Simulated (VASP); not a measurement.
Input of a VASP 6.6.1 run:

Contents of INCAR:

```
PREC = Accurate
ENCUT = 520
EDIFF = 1E-6
ISMEAR = -1
SIGMA = 0.02
LREAL = Auto
LASPH = T
NELM = 60
ALGO = Normal
ISIF = 2
LWAVE = F
LCHARG = T
GGA = PS
LELF = T
LVHAR = T
NBANDS = 38
```

File KPOINTS:

```
Automatic mesh
0
Gamma
  1 1 1
```

File POSCAR:

```
H8SO6
1.0
    5.7889600000      0.0000000000      0.0000000000
    0.0000000000      5.7889600000      0.0000000000
    0.0000000000      0.0000000000      5.7889600000
O H S
6 8 1
Direct
    0.8825592162     -0.2333752522      0.6297504215
    0.1767847765      0.5520162516      0.3539495868
    0.7108530721      0.4699807910      0.9055858047
    0.5639873138      0.7076227854      0.2475055969
    0.5410643708      0.0529110583     -0.0366387054
    0.8236021669      0.0621873359      0.2768200160
    0.9109408253     -0.1107971035      0.7453497692
    0.8470433377     -0.1407852188      0.4780478704
    0.0632583400      0.6122343219      0.4715700229
    0.1985157956      0.3867361322      0.3943713551
    0.7123041099      0.5789295487      0.7653188137
    0.6377138553      0.3215430751      0.8657340870
    0.3882217186      0.6775655731      0.2842997706
    0.6210787430      0.5896395898      0.0783042204
    0.5774957851      0.0194162682      0.2076193306
```

Potentials or basis: VASP PAW PBE potentials, release 64 (O, H, S).

Run with:

```bash
$ cat potpaw_PBE.64/O/POTCAR potpaw_PBE.64/H/POTCAR potpaw_PBE.64/S/POTCAR > POTCAR
$ mpirun -np 1 vasp_gam > vasp.out
```

**Question.** Estimate the pressure.

**Answer.** -1.4 GPa.

**Question.** Estimate the band gap on the k mesh.

**Answer.** 4.96 eV, direct.

**Question.** Predict the largest force.

**Answer.** 1.985 eV/Å.

Stress tensor (GPa, compression positive):
```
-0.93  0.50  0.55
 0.50 -2.22 -1.00
 0.55 -1.00 -1.18
```

Caveat: the PAW data sets were made with another functional, which shifts forces and pressure a little. PBEsol gaps usually lie below the measured ones, often by a third to a half.
